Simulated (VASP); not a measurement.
Output of a VASP run:

**OSZICAR**
```
       N       E                     dE             d eps       ncg     rms          rms(c)
DAV:   1     0.114351954412E+03    0.11435E+03   -0.93262E+03   778   0.127E+03
DAV:   2     0.266664113538E+01   -0.11169E+03   -0.10783E+03   854   0.300E+02
DAV:   3    -0.196273152152E+01   -0.46294E+01   -0.46148E+01   909   0.628E+01
DAV:   4    -0.199474429545E+01   -0.32013E-01   -0.32007E-01   849   0.528E+00
DAV:   5    -0.199519352043E+01   -0.44922E-03   -0.44922E-03   884   0.612E-01    0.922E+00
DAV:   6    -0.151532932199E+01    0.47986E+00   -0.99037E-01  1111   0.150E+01    0.711E+00
DAV:   7    -0.149794832924E+01    0.17381E-01   -0.20643E-01   779   0.377E+00    0.339E+00
DAV:   8    -0.149766765026E+01    0.28068E-03   -0.22618E-02   804   0.236E+00    0.336E-01
DAV:   9    -0.149742757938E+01    0.24007E-03   -0.30651E-03   904   0.982E-01    0.884E-02
DAV:  10    -0.149751759736E+01   -0.90018E-04   -0.26824E-04   774   0.206E-01    0.606E-02
DAV:  11    -0.149756520395E+01   -0.47607E-04   -0.73755E-05   782   0.105E-01    0.265E-02
DAV:  12    -0.149756721335E+01   -0.20094E-05   -0.40387E-05   819   0.893E-02    0.788E-03
DAV:  13    -0.149756791112E+01   -0.69778E-06   -0.39210E-06   784   0.225E-02    0.245E-03
DAV:  14    -0.149756796453E+01   -0.53403E-07   -0.22019E-07   866   0.419E-03
   1 F= -.14975680E+01 E0= -.14975680E+01  d E =-.181845E-10
```

### OUTCAR
```
------------------------ aborting loop because EDIFF is reached ----------------------------------------
  FORCE on cell =-STRESS in cart. coord.  units (eV):
  Direction    XX          YY          ZZ          XY          YZ          ZX
  --------------------------------------------------------------------------------------
  Total        1.2551544      1.2551544      1.2551544     -0.0000000      0.0000000     -0.0000000
  in kB       42.5545622     42.5545622     42.5545622     -0.0000000      0.0000000     -0.0000000
  external PRESSURE =      42.5545622 kB  Pullay stress =       0.0000000 kB
  volume of cell :       47.26
      direct lattice vectors                 reciprocal lattice vectors
     0.000000000  2.869528504  2.869528504    -0.174244654  0.174244654  0.174244654
     2.869528504  0.000000000  2.869528504     0.174244654 -0.174244654  0.174244654
     2.869528504  2.869528504  0.000000000     0.174244654  0.174244654 -0.174244654
  FREE ENERGIE OF THE ION-ELECTRON SYSTEM (eV)
  ---------------------------------------------------
  free  energy   TOTEN  =        -1.4975679645 eV

  energy  without entropy=       -1.4975679645  energy(sigma->0) =       -1.49756796
```
(Selected blocks of OUTCAR.)

File POSCAR:
```
CdS
1
    0.0000000000     2.8695285038     2.8695285038
    2.8695285038     0.0000000000     2.8695285038
    2.8695285038     2.8695285038     0.0000000000
Cd S
1 1
Direct
  0.0000000000   0.0000000000   0.0000000000
  0.2500000000   0.2500000000   0.2500000000
```

Problem. Reconstruct the remaining input files.

Solution. One answer among several that fit: the input of the run itself, vdW-DF-cx, plane waves, VASP's PBE PAW potentials (set 64).

INCAR:
```
! general
SYSTEM    =  CdS
PREC      =  Accurate
ENCUT     =  520   ! plane-wave cut-off (eV)
LREAL     =  .FALSE.   ! projection in real space or not
LASPH     =  .TRUE.

! electronic loop
EDIFF     =  1E-7   ! SCF stop (eV)
NELM      =  100
ALGO      =  Normal   ! blocked Davidson
LMAXMIX   =  4   ! l cut-off of mixed one-centre charges

! smearing
ISMEAR    =  0   ! Gaussian
SIGMA     =  0.05   ! width (eV)

! functional
GGA       =  CX
LUSE_VDW  =  .TRUE.
AGGAC     =  0.0

! ions
ISIF      =  2

! output
LWAVE     =  .FALSE.
LCHARG    =  .FALSE.
```

KPOINTS:
```
Automatic mesh
0
Gamma
8 8 8
0 0 0
```

POTCAR, in this order: Cd S (PBE.64 set). Program: vasp_std.

The compound is CdS in the zinc blende structure, a metastable form; wurtzite is the usual one. This cell is one point of a volume scan, at 0.94 of the reference volume.
